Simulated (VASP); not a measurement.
Calculation: PBE GGA, VASP's PBE PAW potentials (set 64) (plane waves; VASP).

VASP input:

POSCAR:
```
MgI2
1
    2.1041397813    -3.6444765646    -0.0000000000
    2.1041397813     3.6444765646     0.0000000000
    0.0000000000     0.0000000000     7.5570257843
Mg I
1 2
Direct
  0.0000000000   0.0000000000   0.0000000000
  0.3333330000   0.6666670000   0.2209605338
  0.6666670000   0.3333330000   0.7790394662
```

### INCAR
```
SYSTEM = MgI2
PREC = Accurate
ENCUT = 400
EDIFF = 1E-8
NELM = 100
ALGO = Normal
LREAL = .FALSE.
LASPH = .TRUE.
ISMEAR = 0
SIGMA = 0.01
GGA = PE
LMAXMIX = 4
LWAVE = .FALSE.
LCHARG = .FALSE.
IBRION = 8
NSW = 1
LEPSILON = .TRUE.
```

### KPOINTS
```
Automatic mesh
0
Gamma
6 6 3
0 0 0
```

POTCAR, in this order: Mg I (PBE.64 set). Program: vasp_std.

Output of the run:

File OUTCAR:
```
 ion  position               nearest neighbor table
   1  0.000  0.000  0.000-   2 2.95   3 2.95   3 2.95   2 2.95   3 2.95   2 2.95
   2  0.333  0.667  0.221-   1 2.95   1 2.95   1 2.95
   3  0.667  0.333  0.779-   1 2.95   1 2.95   1 2.95
  LATTYP: Found a hexagonal cell.
 ALAT       =     4.2082791791
 C/A-ratio  =     1.7957520076
 Subroutine PRICEL returns:
 Original cell was already a primitive cell.
 Subroutine GETGRP returns: Found 12 space group operations
The static configuration has the point symmetry D_3d.
The dynamic configuration has the point symmetry D_3d.
 Subroutine INISYM returns: Found 12 space group operations
 Subroutine IBZKPT returns following result:
 Found     17 irreducible k-points:

 Following reciprocal coordinates:
            Coordinates               Weight
  0.000000  0.000000  0.000000      1.000000
  0.166667  0.000000  0.000000      6.000000
  0.333333  0.000000  0.000000      6.000000
  0.500000 -0.000000  0.000000      3.000000
  0.166667  0.166667  0.000000      6.000000
  0.333333  0.166667  0.000000     12.000000
  0.333333  0.333333  0.000000      2.000000
  0.000000  0.000000  0.333333      2.000000
  0.166667  0.000000  0.333333      6.000000
  0.000000  0.166667  0.333333      6.000000
  0.333333  0.000000  0.333333      6.000000
  0.000000  0.333333  0.333333      6.000000
  0.500000 -0.000000  0.333333      6.000000
  0.166667  0.166667  0.333333     12.000000
  0.333333  0.166667  0.333333     12.000000
 -0.166667  0.500000  0.333333     12.000000
  0.333333  0.333333  0.333333      4.000000
 Subroutine IBZKPT_HF returns following result:
   k-points           NKPTS =     17   k-points in BZ     NKDIM =     17   number of bands    NBANDS=     12
   number of dos      NEDOS =    301   number of ions     NIONS =      3
   total plane-waves  NPLWV =  39200
   dimension x,y,z NGX =    28 NGY =   28 NGZ =   50
   dimension x,y,z NGXF=    56 NGYF=   56 NGZF=  100
   ions per type =               1   2
   PREC   = accura    normal or accurate (medium, high low for compatibility)
   ISTART =      0    job   : 0-new  1-cont  2-samecut
   ICHARG =      2    charge: 1-file 2-atom 10-const
   ISPIN  =      1    spin polarized calculation?
   LNONCOLLINEAR =      F non collinear calculations
   LSORBIT =      F    spin-orbit coupling
   INIWAV =      1    electr: 0-lowe 1-rand  2-diag
   ENCUT  =  400.0 eV  29.40 Ry    5.42 a.u.   6.86  6.86 12.32*2*pi/ulx,y,z
   NELM   =    100;   NELMIN=  2; NELMDL= -5     # of ELM steps
   EDIFF  = 0.1E-07   stopping-criterion for ELM
   LREAL  =      F    real-space projection
   NLSPLINE    = F    spline interpolate recip. space projectors
   LMAXMIX     =    4 max onsite mixed and CHGCAR
   VOSKOWN=      0    Vosko Wilk Nusair interpolation
   EDIFFG = 0.1E-06   stopping-criterion for IOM
   NSW    =      1    number of steps for IOM
   NBLOCK =      1;   KBLOCK =      1    inner block; outer block
   IBRION =      8    ionic relax: 0-MD 1-quasi-New 2-CG
   NFREE  =      0    steps in history (QN), initial steepest desc. (CG)
   ISIF   =      2    stress and relaxation
   ISYM   =      2    0-nonsym 1-usesym 2-fastsym
   TEIN   =    0.0    initial temperature
   TEBEG  =    0.0;   TEEND  =   0.0 temperature during run
   SMASS  =  -3.00    Nose mass-parameter (am)
   PSTRESS=    0.0 pullay stress
   NELECT =      16.0000    total number of electrons
   EFERMI =   0.00;   METHOD = LEGACY
   ISMEAR =     0;   SIGMA  =   0.01  broadening in eV -4-tet -1-fermi 0-gaus
   IALGO  =     38    algorithm
   LDIAG  =      T    sub-space diagonalisation (order eigenvalues)
   IMIX   =      4    mixing-type and parameters
     AMIX     =   0.40;   BMIX     =  1.00
     AMIX_MAG =   1.60;   BMIX_MAG =  1.00
...
```

OSZICAR:
```
...
RMM:   4    -0.108255320867E+01   -0.46126E-01   -0.13081E-01  1397   0.176E+00    0.229E-01
RMM:   5    -0.112133310025E+01   -0.38780E-01   -0.30819E-03  1456   0.393E-01    0.525E-02
RMM:   6    -0.112208340008E+01   -0.75030E-03   -0.14311E-04  1551   0.651E-02    0.332E-02
RMM:   7    -0.112315450709E+01   -0.10711E-02   -0.52663E-05  1479   0.357E-02    0.279E-03
RMM:   8    -0.112340107451E+01   -0.24657E-03   -0.24567E-05  1576   0.728E-03    0.269E-03
RMM:   9    -0.112347226915E+01   -0.71195E-04   -0.16608E-05  1523   0.333E-03    0.585E-04
RMM:  10    -0.112346973636E+01    0.25328E-05   -0.59655E-06  1677   0.729E-04    0.253E-04
RMM:  11    -0.112346638006E+01    0.33563E-05   -0.15426E-06  1593   0.366E-04    0.579E-05
RMM:  12    -0.112346806029E+01   -0.16802E-05   -0.70995E-07  1681   0.190E-04    0.436E-05
RMM:  13    -0.112346630557E+01    0.17547E-05   -0.59913E-07  1665   0.116E-04    0.102E-05
RMM:  14    -0.112346645734E+01   -0.15177E-06   -0.36250E-07  1400   0.895E-05    0.415E-06
 Linear response to external field, progress :
  Direction:   3
       N       E                     dE             d eps       ncg     rms          rms(c)
RMM:   1    -0.985266350379E+00   -0.98527E+00   -0.23625E+00   790   0.385E+00
RMM:   2    -0.999536718342E+00   -0.14270E-01   -0.17700E-02   718   0.769E-01    0.252E+00
RMM:   3    -0.788474367270E+00    0.21106E+00   -0.23709E-01   690   0.203E+00    0.110E+00
RMM:   4    -0.769353360621E+00    0.19121E-01   -0.26280E-01   697   0.180E+00    0.475E-01
RMM:   5    -0.789530959340E+00   -0.20178E-01   -0.29159E-02   721   0.720E-01    0.165E-01
RMM:   6    -0.789779996478E+00   -0.24904E-03   -0.24147E-03   745   0.130E-01    0.115E-01
RMM:   7    -0.789013378772E+00    0.76662E-03   -0.86772E-04   688   0.139E-01    0.234E-02
RMM:   8    -0.789824438912E+00   -0.81106E-03   -0.31878E-04   749   0.394E-02    0.542E-03
RMM:   9    -0.789504765474E+00    0.31967E-03   -0.16317E-04   743   0.176E-02    0.353E-03
RMM:  10    -0.789507920522E+00   -0.31550E-05   -0.56114E-05   773   0.281E-03    0.188E-03
RMM:  11    -0.789474961515E+00    0.32959E-04   -0.20272E-05   726   0.303E-03    0.372E-04
RMM:  12    -0.789476928703E+00   -0.19672E-05   -0.90212E-06   779   0.387E-04    0.221E-04
RMM:  13    -0.789475552389E+00    0.13763E-05   -0.56172E-06   691   0.231E-04    0.812E-05
RMM:  14    -0.789474094140E+00    0.14582E-05   -0.17630E-06   579   0.124E-04    0.177E-05
RMM:  15    -0.789473468243E+00    0.62590E-06    0.18100E-07   373   0.603E-05    0.695E-06
 Linear response DOF=           4
 Linear response progress:
  Degree of freedom:   1/  4
       N       E                     dE             d eps       ncg     rms          rms(c)
RMM:   1    -0.221508710216E-02   -0.22151E-02   -0.20084E-03  1518   0.400E-01
RMM:   2    -0.184209340661E-02    0.37299E-03   -0.23754E-04  1341   0.927E-02    0.398E-02
RMM:   3    -0.181420568745E-02    0.27888E-04   -0.12751E-05  1408   0.250E-02    0.242E-02
RMM:   4    -0.178594555911E-02    0.28260E-04   -0.14967E-05  1333   0.270E-02    0.232E-03
RMM:   5    -0.177932216990E-02    0.66234E-05   -0.47812E-07  1465   0.483E-03    0.112E-03
RMM:   6    -0.177493789178E-02    0.43843E-05    0.46170E-08  1444   0.235E-03    0.328E-04
RMM:   7    -0.177438843020E-02    0.54946E-06   -0.68505E-08  1498   0.765E-04    0.192E-04
RMM:   8    -0.177426955524E-02    0.11887E-06   -0.76300E-09  1528   0.216E-04    0.289E-05
RMM:   9    -0.177434506082E-02   -0.75506E-07   -0.72212E-09  1664   0.634E-05    0.109E-05
RMM:  10    -0.177434359836E-02    0.14625E-08   -0.97170E-09  1678   0.305E-05    0.283E-06
 Linear response progress:
  Degree of freedom:   2/  4
       N       E                     dE             d eps       ncg     rms          rms(c)
RMM:   1    -0.423465897764E-02   -0.42347E-02   -0.34410E-03  1001   0.455E-01
RMM:   2    -0.284497807401E-02    0.13897E-02   -0.56427E-04   699   0.143E-01    0.587E-02
RMM:   3    -0.258574440926E-02    0.25923E-03   -0.17346E-04   719   0.561E-02    0.305E-02
RMM:   4    -0.238423474262E-02    0.20151E-03   -0.17626E-04   766   0.504E-02    0.156E-02
RMM:   5    -0.231293984674E-02    0.71295E-04   -0.68397E-05   726   0.343E-02    0.517E-03
RMM:   6    -0.230639563256E-02    0.65442E-05   -0.14082E-05   740   0.117E-02    0.405E-03
RMM:   7    -0.230971501850E-02   -0.33194E-05   -0.47098E-06   674   0.416E-03    0.376E-04
RMM:   8    -0.230955500968E-02    0.16001E-06   -0.18728E-06   760   0.844E-04    0.327E-04
RMM:   9    -0.231003956752E-02   -0.48456E-06   -0.82207E-07   700   0.619E-04    0.536E-05
RMM:  10    -0.230998015467E-02    0.59413E-07   -0.26282E-07   760   0.837E-05    0.271E-05
RMM:  11    -0.230992986959E-02    0.50285E-07   -0.67623E-08   739   0.477E-05    0.464E-06
RMM:  12    -0.230992501532E-02    0.48543E-08   -0.10079E-08   772   0.905E-06    0.217E-06
 Linear response progress:
  Degree of freedom:   3/  4
       N       E                     dE             d eps       ncg     rms          rms(c)
RMM:   1    -0.792187748046E-01   -0.79219E-01    0.63376E-02  2962   0.154E+00
RMM:   2    -0.794619845423E-01   -0.24321E-03   -0.15749E-03  2197   0.283E-01    0.474E-02
RMM:   3    -0.797372720179E-01   -0.27529E-03   -0.13005E-04  2406   0.714E-02    0.308E-02
RMM:   4    -0.800494848439E-01   -0.31221E-03   -0.34752E-05  2460   0.350E-02    0.578E-03
RMM:   5    -0.800948790426E-01   -0.45394E-04    0.48202E-06  2532   0.880E-03    0.317E-03
RMM:   6    -0.800778849791E-01    0.16994E-04    0.65684E-07  2375   0.328E-03    0.556E-04
RMM:   7    -0.800877713409E-01   -0.98864E-05   -0.27880E-06  2547   0.108E-03    0.226E-04
RMM:   8    -0.800871795778E-01    0.59176E-06    0.47166E-07  2471   0.333E-04    0.406E-05
RMM:   9    -0.800867091829E-01    0.47039E-06    0.35824E-09  2853   0.100E-04    0.421E-05
RMM:  10    -0.800867722800E-01   -0.63097E-07   -0.17262E-07  3079   0.504E-05    0.437E-06
RMM:  11    -0.800867807365E-01   -0.84565E-08   -0.49985E-08  3431   0.299E-05    0.415E-06
 Linear response progress:
  Degree of freedom:   4/  4
       N       E                     dE             d eps       ncg     rms          rms(c)
RMM:   1    -0.101869779900E+00   -0.10187E+00    0.68091E-02   871   0.152E+00
RMM:   2    -0.101788808011E+00    0.80972E-04   -0.12771E-03   671   0.264E-01    0.525E-02
RMM:   3    -0.101861479320E+00   -0.72671E-04   -0.14999E-04   706   0.695E-02    0.297E-02
RMM:   4    -0.101935832300E+00   -0.74353E-04   -0.78524E-05   732   0.343E-02    0.870E-03
RMM:   5    -0.101936797360E+00   -0.96506E-06   -0.81173E-06   765   0.115E-02    0.521E-03
RMM:   6    -0.101922649452E+00    0.14148E-04   -0.52074E-06   760   0.781E-03    0.271E-03
RMM:   7    -0.101918010578E+00    0.46389E-05   -0.13730E-06   766   0.265E-03    0.120E-03
RMM:   8    -0.101914798129E+00    0.32124E-05   -0.17196E-07   741   0.142E-03    0.434E-04
RMM:   9    -0.101915437771E+00   -0.63964E-06   -0.11507E-08   774   0.328E-04    0.135E-04
RMM:  10    -0.101915654758E+00   -0.21699E-06   -0.12800E-07   746   0.208E-04    0.378E-05
RMM:  11    -0.101915609946E+00    0.44812E-07   -0.68220E-08   792   0.381E-05    0.134E-05
RMM:  12    -0.101915623663E+00   -0.13717E-07    0.31942E-08   723   0.314E-05    0.771E-06
RMM:  13    -0.101915612788E+00    0.10876E-07   -0.23338E-08   770   0.113E-05    0.130E-06
RMM:  14    -0.101915614750E+00   -0.19626E-08   -0.24637E-09   634   0.851E-06    0.100E-06
 Linear response finished
```

### OUTCAR
```
------------------------ aborting loop because EDIFF is reached ----------------------------------------

 HEAD OF MICROSCOPIC STATIC DIELECTRIC TENSOR (INDEPENDENT PARTICLE, excluding Hartree and local field effects)
 ------------------------------------------------------
           4.511459     0.000000     0.000000
           0.000000     4.511457    -0.000000
           0.000000     0.000000     4.121826
 ------------------------------------------------------

 MACROSCOPIC STATIC DIELECTRIC TENSOR (including local field effects in DFT)
 ------------------------------------------------------
           4.103211     0.000000    -0.000000
           0.000000     4.103210     0.000000
           0.000000    -0.000000     3.164097
 ------------------------------------------------------

 PIEZOELECTRIC TENSOR (including local field effects)  for field in x, y, z        (e  Angst)
          XX          YY          ZZ          XY          YZ          ZX
  --------------------------------------------------------------------------------
  x     0.00000     0.00000     0.00000     0.00000     0.00000     0.00000
  y     0.00000     0.00000     0.00000     0.00000     0.00000     0.00000
  z     0.00000     0.00000     0.00000     0.00000     0.00000     0.00000

 PIEZOELECTRIC TENSOR (including local field effects)  for field in x, y, z        (C/m^2)
          XX          YY          ZZ          XY          YZ          ZX
  --------------------------------------------------------------------------------
  x     0.00000     0.00000     0.00000     0.00000     0.00000     0.00000
  y     0.00000     0.00000     0.00000     0.00000     0.00000     0.00000
  z     0.00000     0.00000     0.00000     0.00000     0.00000     0.00000

 BORN EFFECTIVE CHARGES (including local field effects) (in |e|, cummulative output)
 ---------------------------------------------------------------------------------
 ion    1
    1     2.54110     0.00000     0.00000
    2     0.00000     2.54110     0.00000
    3    -0.00000     0.00000     1.29575
 ion    2
    1    -1.27055     0.00000     0.00000
    2     0.00000    -1.27055     0.00000
    3     0.00000     0.00000    -0.64787
 ion    3
    1    -1.27055     0.00000     0.00000
    2     0.00000    -1.27055     0.00000
    3     0.00000     0.00000    -0.64787

   1 f  =    7.755641 THz    48.730132 2PiTHz  258.700348 cm-1    32.074741 meV
             X         Y         Z           dx          dy          dz
      0.000000  0.000000  0.000000     0.000000    0.000000    0.955276
      2.104140  1.214828  1.669804    -0.000000   -0.000000   -0.209103
      2.104140 -1.214828  5.887221    -0.000000   -0.000000   -0.209103

   2 f  =    4.836681 THz    30.389760 2PiTHz  161.334298 cm-1    20.002895 meV
             X         Y         Z           dx          dy          dz
      0.000000  0.000000  0.000000     0.955283    0.000000    0.000000
      2.104140  1.214828  1.669804    -0.209088   -0.000000    0.000000
      2.104140 -1.214828  5.887221    -0.209088   -0.000000    0.000000

   3 f  =    4.836680 THz    30.389757 2PiTHz  161.334278 cm-1    20.002892 meV
             X         Y         Z           dx          dy          dz
      0.000000  0.000000  0.000000    -0.000000    0.955283    0.000000
      2.104140  1.214828  1.669804     0.000000   -0.209088    0.000000
      2.104140 -1.214828  5.887221     0.000000   -0.209088    0.000000

   4 f  =    3.049983 THz    19.163611 2PiTHz  101.736496 cm-1    12.613712 meV
             X         Y         Z           dx          dy          dz
      0.000000  0.000000  0.000000    -0.000000   -0.000000   -0.000000
      2.104140  1.214828  1.669804     0.000000    0.000000   -0.707107
      2.104140 -1.214828  5.887221    -0.000000   -0.000000    0.707107

   5 f  =    1.776020 THz    11.159065 2PiTHz   59.241661 cm-1     7.345027 meV
             X         Y         Z           dx          dy          dz
      0.000000  0.000000  0.000000    -0.000000   -0.000000   -0.000000
      2.104140  1.214828  1.669804     0.707107   -0.000000    0.000000
      2.104140 -1.214828  5.887221    -0.707107    0.000000   -0.000000

   6 f  =    1.776020 THz    11.159063 2PiTHz   59.241654 cm-1     7.345026 meV
             X         Y         Z           dx          dy          dz
      0.000000  0.000000  0.000000     0.000000    0.000000    0.000000
      2.104140  1.214828  1.669804    -0.000000   -0.707107    0.000000
      2.104140 -1.214828  5.887221     0.000000    0.707107    0.000000

   7 f/i=    0.000366 THz     0.002302 2PiTHz    0.012218 cm-1     0.001515 meV
             X         Y         Z           dx          dy          dz
      0.000000  0.000000  0.000000     0.027805   -0.294384   -0.000000
      2.104140  1.214828  1.669804     0.063517   -0.672494   -0.000000
      2.104140 -1.214828  5.887221     0.063517   -0.672494   -0.000000

   8 f/i=    0.000366 THz     0.002302 2PiTHz    0.012218 cm-1     0.001515 meV
             X         Y         Z           dx          dy          dz
      0.000000  0.000000  0.000000    -0.294384   -0.027805   -0.000000
      2.104140  1.214828  1.669804    -0.672494   -0.063517   -0.000000
      2.104140 -1.214828  5.887221    -0.672494   -0.063517   -0.000000

   9 f/i=    0.000760 THz     0.004776 2PiTHz    0.025357 cm-1     0.003144 meV
             X         Y         Z           dx          dy          dz
      0.000000  0.000000  0.000000     0.000000    0.000000   -0.295716
      2.104140  1.214828  1.669804     0.000000    0.000000   -0.675482
      2.104140 -1.214828  5.887221     0.000000    0.000000   -0.675482

 MACROSCOPIC STATIC DIELECTRIC TENSOR IONIC CONTRIBUTION
 ------------------------------------------------------
           4.747774     0.000000    -0.000000
           0.000000     4.747773     0.000000
          -0.000000     0.000000     0.480098
 ------------------------------------------------------

 ELASTIC MODULI CONTR FROM IONIC RELAXATION (kBar)
 Direction    XX          YY          ZZ          XY          YZ          ZX
 --------------------------------------------------------------------------------
 XX         -67.1820    -67.1791   -151.6017     -0.0000      0.3176      0.0000
...
```
(Selected blocks of OUTCAR.)

Tensors are in the Cartesian frame of the cell as typed. Without a dispersion term in the relaxation, distances and binding between the weakly bound layers, chains or molecules are unreliable, and so is what depends on them.

The compound is MgI2 in the 1T layered structure. It was relaxed first, which changed the volume by +13 %.
